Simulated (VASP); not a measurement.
A run of VASP 6.6.1 is set up as follows.

POSCAR

```
AlN
1.0
    3.0820210000      0.0000000000      0.0000000000
   -1.5410105000      2.6691084810      0.0000000000
    0.0000000000      0.0000000000      4.9568850000
Al N
2 2
Direct
    0.3333333333      0.6666666667      0.0000000000
    0.6666666667      0.3333333333      0.5000000000
    0.3333333333      0.6666666667      0.3810480000
    0.6666666667      0.3333333333      0.8810480000
```

File INCAR.step1:

```
ALGO = Fast
EDIFF = 1E-8
EDIFFG = -0.002
ENCUT = 600
GGA = CA
IBRION = 2
ISIF = 3
ISMEAR = 0
LASPH = T
LCHARG = F
LREAL = F
LWAVE = F
NELM = 100
NSW = 40
PREC = Accurate
SIGMA = 0.05
```

INCAR.step2

```
ALGO = Fast
EDIFF = 1E-8
ENCUT = 600
GGA = CA
IBRION = 8
ISIF = 2
ISMEAR = 0
LASPH = T
LCHARG = F
LREAL = F
LWAVE = F
NELM = 100
NSW = 1
PREC = Accurate
SIGMA = 0.05
```

Contents of KPOINTS:

```
k-points
0
Gamma
  9 9 6
```

Potentials or basis: VASP PAW LDA potentials, release 64 (Al, N).

Run with:

```bash
$ cat potpaw_LDA.64/Al/POTCAR potpaw_LDA.64/N/POTCAR > POTCAR
$ cp INCAR.step1 INCAR
$ mpirun -np 1 vasp_std > vasp.out
$ cp CONTCAR POSCAR
$ cp INCAR.step2 INCAR
$ mpirun -np 1 vasp_std > vasp.out
```

(1) What does it give for the highest phonon frequency at Γ, LO-TO splitting left out?

(2) Estimate the space group after relaxing (to 0.05 Å).

(3) Estimate the relaxed volume.

(4) What does it give for the relaxed cell?

Answers

(1) 732 cm⁻¹.

(2) P6_3mc (No. 186).

(3) 10.24 Å³/atom.

(4) a = 3.091 Å, b = 3.091 Å, c = 4.948 Å, α = 90.00°, β = 90.00°, γ = 120.00°.
